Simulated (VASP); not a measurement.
Energy against volume of PdIn (CsCl type). All values below come from PBE GGA with D3 dispersion (Becke-Johnson damping), VASP's PBE PAW potentials (set 64) (plane waves; VASP).

```csv
V (Å³/atom),E (eV/atom)
16.308,-4.87682
16.829,-4.89849
17.349,-4.90466
17.870,-4.89798
18.390,-4.88117
```

Task: Fit a third-order Birch-Murnaghan equation of state.

Result: 
```yaml
volume_per_atom: 17.32 Å³/atom
bulk_modulus: 1310 kbar
pressure_derivative_of_the_bulk_modulus: 5.97
lattice_constant_a: 3.260 Å
```

The compound is PdIn in the CsCl type structure. It was relaxed first.
